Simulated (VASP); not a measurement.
Consider the following.

```
CELL_PARAMETERS angstrom
      5.85497     0.00000     0.00000
      0.00000     5.85497     0.00000
      0.00000     0.00000     5.85497
ATOMIC_POSITIONS crystal
  Ni 0.97815 0.97815 0.97815
  Ni 0.47815 0.52185 0.02185
  Ni 0.02185 0.47815 0.52185
  Ni 0.52185 0.02185 0.47815
  Sb 0.63194 0.63194 0.63194
  Sb 0.13194 0.86806 0.36806
  Sb 0.36806 0.13194 0.86806
  Sb 0.86806 0.36806 0.13194
  S  0.37969 0.37969 0.37969
  S  0.87969 0.12031 0.62031
  S  0.62031 0.87969 0.12031
  S  0.12031 0.62031 0.87969
```

Calculation: PBEsol GGA, VASP's PBE PAW potentials (set 64) (plane waves; VASP). Run with 400 eV cut-off, Gaussian smearing of 0.050 eV, potentials Ni Sb S.

Question: Give the energies of bands 35 to 48 at the high-symmetry points, in eV from the Fermi level.

Answer: 
```json
[
 {"band": "35", "Γ": "-1.80", "X": "-1.74", "M": "-1.80", "R": "-2.01", "X1": "-1.74"},
 {"band": "36", "Γ": "-1.80", "X": "-1.74", "M": "-1.80", "R": "-2.01", "X1": "-1.74"},
 {"band": "37", "Γ": "-1.80", "X": "-1.60", "M": "-1.35", "R": "-1.49", "X1": "-1.60"},
 {"band": "38", "Γ": "-1.35", "X": "-1.60", "M": "-1.35", "R": "-1.49", "X1": "-1.60"},
 {"band": "39", "Γ": "-1.35", "X": "-1.19", "M": "-1.20", "R": "-1.49", "X1": "-1.19"},
 {"band": "40", "Γ": "-1.35", "X": "-1.19", "M": "-1.20", "R": "-1.49", "X1": "-1.19"},
 {"band": "41", "Γ": "-0.57", "X": "-0.36", "M": "0.29", "R": "-0.54", "X1": "-0.36"},
 {"band": "42", "Γ": "-0.57", "X": "-0.36", "M": "0.29", "R": "-0.54", "X1": "-0.36"},
 {"band": "43", "Γ": "-0.57", "X": "0.93", "M": "0.32", "R": "-0.54", "X1": "0.93"},
 {"band": "44", "Γ": "0.67", "X": "0.93", "M": "0.32", "R": "-0.54", "X1": "0.93"},
 {"band": "45", "Γ": "1.61", "X": "1.33", "M": "0.91", "R": "1.52", "X1": "1.33"},
 {"band": "46", "Γ": "1.61", "X": "1.33", "M": "0.91", "R": "1.52", "X1": "1.33"},
 {"band": "47", "Γ": "1.61", "X": "2.11", "M": "1.47", "R": "1.52", "X1": "2.11"},
 {"band": "48", "Γ": "2.84", "X": "2.11", "M": "1.47", "R": "1.52", "X1": "2.11"}
]
```

It has no gap at this level: it comes out as a metal or semimetal.

The compound is NiSbS in the sg198 structure. It was relaxed first. The run is not spin-polarised, so no magnetic state was tried.
